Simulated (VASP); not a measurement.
VASP input:

### INCAR
```
SYSTEM=ZnF2
PREC=Accurate; ENCUT=400; LREAL=.FALSE.
LASPH=.TRUE.
EDIFF=1E-6; NELM=100; ALGO=Normal
LMAXMIX=4
ISMEAR=-1; SIGMA=0.05
GGA=PE
IBRION=2; NSW=50; ISIF=3
EDIFFG=-0.01
LWAVE=.FALSE.; LCHARG=.FALSE.
```

**POSCAR**
```
ZnF2
1
    4.7235000000     0.0000000000     0.0000000000
    0.0000000000     4.7235000000     0.0000000000
    0.0000000000     0.0000000000     3.1456500000
Zn F
2 4
Direct
  0.0000000000   0.0000000000   0.0000000000
  0.5000000000   0.5000000000   0.5000000000
  0.3030000000   0.3030000000   0.0000000000
  0.8030000000   0.1970000000   0.5000000000
  0.1970000000   0.8030000000   0.5000000000
  0.6970000000   0.6970000000   0.0000000000
```

### KPOINTS
```
Regular mesh
0
Gamma
 5 5 7
0 0 0
```

POTCAR, in this order: Zn F (PBE.64 set). Program: vasp_std.

Task: Write an equivalent input for Ansatz.

Result: One equivalent input (not run):
Ansatz 0.2 input:
```yaml
crystal:
  lattice:
    - [4.7235000, 0.0000000, 0.0000000]
    - [0.0000000, 4.7235000, 0.0000000]
    - [0.0000000, 0.0000000, 3.1456500]
  atoms:
    - { symbol: Zn, position: [0.0000000, 0.0000000, 0.0000000] }
    - { symbol: Zn, position: [0.5000000, 0.5000000, 0.5000000] }
    - { symbol: F, position: [0.3030000, 0.3030000, 0.0000000] }
    - { symbol: F, position: [0.8030000, 0.1970000, 0.5000000] }
    - { symbol: F, position: [0.1970000, 0.8030000, 0.5000000] }
    - { symbol: F, position: [0.6970000, 0.6970000, 0.0000000] }
kpoints:
  mp_grid: { grid: [5, 5, 7] }
hamiltonian:
  xc: pbe
  pseudopotentials: { kind: paw }
scf:
  occupations: { method: fermi_dirac, width: 0.05 }
  max_iter: 100
relax:
  max_steps: 50
  f_tol: 0.01
  cell: {}
output: { forces: true, stress: true, eigenvalues: true }
```
What does not carry over: each code has its own PAW files, so the cut-off isn't converted (ENCUT is set for VASP's; basis.ecutwfc is left out, and Ansatz then takes the one that its files recommend); Ansatz stops its SCF on the density residual and VASP on the energy change (EDIFF).

The structure is a typed ZnF2 crystal (P4_2/mnm). This run relaxes it. Symmetry was kept, so distortions that lower it aren't found. The run is one of a series of settings (EDIFFG = -0.01, IBRION = 2, ISIF = 3, NSW = 50 against the base run), some of them coarse on purpose.
